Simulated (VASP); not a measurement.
An input for Ansatz (written as the equivalent of a VASP run, and not itself run):

Ansatz 0.2 input:
```yaml
crystal:
  lattice:
    - [0.0000000, 2.7524604, 2.7524604]
    - [2.7524604, 0.0000000, 2.7524604]
    - [2.7524604, 2.7524604, 0.0000000]
  atoms:
    - { symbol: Li, position: [0.2500000, 0.2500000, 0.2500000] }
    - { symbol: Li, position: [0.7500000, 0.7500000, 0.7500000] }
    - { symbol: Se, position: [0.0000000, 0.0000000, 0.0000000] }
kpoints:
  mp_grid: { grid: [7, 7, 7] }
hamiltonian:
  xc: lda
  pseudopotentials: { kind: paw }
scf:
  occupations: { method: gaussian, width: 0.05 }
  max_iter: 100
relax:
  max_steps: 40
  f_tol: 0.02
  cell: { p_target: 10 }
output: { forces: true, stress: true, eigenvalues: true }
```

### Question
Translate this input to VASP (INCAR, KPOINTS, POSCAR, choice of POTCAR).

### Answer
This is not unique; one that fits is 
File POSCAR:
```
Li2Se
1.0
  0.0000000000   2.7524603511   2.7524603511
  2.7524603511   0.0000000000   2.7524603511
  2.7524603511   2.7524603511   0.0000000000
Li Se
2 1
Cartesian
  1.3762301755   1.3762301755   1.3762301755
  4.1286905266   4.1286905266   4.1286905266
  0.0000000000   0.0000000000   0.0000000000
```

**KPOINTS**
```
Regular mesh
0
G
 7 7 7
```

**INCAR**
```
# general
SYSTEM  = Li2Se
PREC    = Accurate
ENCUT   = 620
LREAL   = .False.
LASPH   = .True.

# electronic loop
EDIFF   = 1E-6
NELM    = 100
ALGO    = Normal
LMAXMIX = 4

# smearing
ISMEAR  = 0
SIGMA   = 0.05

# ions
IBRION  = 2
NSW     = 40
ISIF    = 3
EDIFFG  = -0.02
PSTRESS = 100

# output
LWAVE   = .False.
LCHARG  = .False.
```

POTCAR, in this order: Li_sv Se (LDA.64 set). Program: vasp_std.

What does not carry over: each code has its own PAW files, so the cut-off isn't converted (ENCUT is set for VASP's; basis.ecutwfc is left out, and Ansatz then takes the one that its files recommend); Ansatz stops its SCF on the density residual and VASP on the energy change (EDIFF); Ansatz's lda is the Perdew-Wang form, while the LDA potentials of VASP carry Perdew-Zunger's.

The compound is Li2Se in the antifluorite structure. It was relaxed first under an external pressure of 10 GPa.
